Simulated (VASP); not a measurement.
```yaml
crystal:
  lattice:
    - [3.41217, -5.77565, 0.00000]
    - [1.64789, 2.85422, 0.00000]
    - [0.00000, 0.00000, 5.29064]
  atoms:
    - { symbol: In, position: [0.34893, 0.34893, 0.49811] }
    - { symbol: In, position: [0.15106, 0.65107, 0.99811] }
    - { symbol: N, position: [0.36197, 0.36197, 0.90349] }
    - { symbol: N, position: [0.13803, 0.63803, 0.40349] }
    - { symbol: N, position: [0.80028, 0.30028, 0.86331] }
    - { symbol: N, position: [0.69972, 0.69972, 0.36331] }
    - { symbol: Al, position: [0.82991, 0.32991, 0.49909] }
    - { symbol: Al, position: [0.67009, 0.67009, 0.99909] }
```

The numbers are results of PBEsol GGA, VASP's PBE PAW potentials (set 64) (plane waves; VASP 6.6.1), not measurements. Run with 520 eV cut-off, Gaussian smearing of 0.050 eV, potentials In_d N Al.

Unless said otherwise, spin-orbit coupling is left out, though it shifts the bands of the heavy elements here.

Problem. Give the energies of bands 17 to 30 at the high-symmetry points, in eV from the valence-band maximum.

Solution. 
```
band      Γ      X      S      Y      Z      U      R      T
----  -----  -----  -----  -----  -----  -----  -----  -----
17    -4.85  -4.64  -4.61  -3.97  -3.67  -5.07  -5.68  -3.87
18    -3.75  -4.64  -4.61  -3.89  -3.67  -5.07  -5.68  -3.87
19    -2.68  -3.78  -3.74  -3.51  -2.10  -3.35  -2.39  -2.53
20    -2.19  -3.78  -3.74  -2.38  -2.10  -3.35  -2.39  -2.53
21    -1.43  -3.38  -2.58  -2.37  -1.62  -3.23  -1.92  -1.90
22    -1.22  -3.38  -2.58  -1.42  -1.62  -3.23  -1.92  -1.90
23    -0.84  -2.19  -2.12  -1.21  -1.05  -1.87  -1.67  -1.28
24    -0.66  -2.19  -2.12  -1.10  -1.05  -1.87  -1.67  -1.28
25    -0.55  -1.81  -1.05  -0.78  -0.40  -0.86  -1.25  -0.70
26     0.00  -1.81  -1.05  -0.11  -0.40  -0.86  -1.25  -0.70
27     1.05   4.92   3.93   3.26   3.25   4.73   3.35   4.16
28     3.39   4.92   3.93   3.43   3.25   4.73   3.35   4.16
29     5.18   5.67   4.55   5.43   4.35   5.43   4.36   4.73
30     5.22   5.68   4.55   5.49   4.35   5.43   4.36   4.73
```

The gap is direct, 1.05 eV, from the valence maximum at Γ to the conduction minimum at Γ.

The structure was generated: Al2In2N4 was put into an ordered model structure (Pmn2_1), which need not be its known phase. It was relaxed first.
